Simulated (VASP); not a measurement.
## TiPb: phonons with PBEsol

Crystal: TiPb.

```
Ti Pb
1.0
     3.44740    0.00000    0.00000
     0.00000    3.44740    0.00000
     0.00000    0.00000    3.44740
Ti Pb
1 1
Direct
  0.00000 0.00000 0.00000
  0.50000 0.50000 0.50000
```

The cell comes from a database or a generator and needn't be the stable form of this composition.

- Program: VASP 6.6.1
- Task: phonons
- Functional: PBEsol
- Potentials or basis: VASP PAW PBE potentials, release 64 (Ti_sv, Pb_d)
- Cutoff: 520 eV
- k mesh: 12 × 12 × 12
- Occupations: fermi-dirac, width 0.15 eV
- Spin: no spin polarisation
- Dipole correction: no
- Further INCAR settings: ALGO = Normal; EDIFF = 1e-08; IBRION = 8; NSW = 1

```json
{
  "Highest phonon frequency at Γ, LO-TO splitting left out": "180 cm⁻¹"
}
```

Phonon frequencies in cm⁻¹ (negative: imaginary):
```tsv
q point	frequencies
(0.000, 0.000, 0.000)	-1 -1 -1 180 180 180
```

It took 4 min on 1 thread of Intel(R) Xeon(R) 6975P-C (Granite Rapids) (shared host), peak memory 0.46 GiB.

 The run has no spin-orbit coupling, so splittings on Pb are missing.
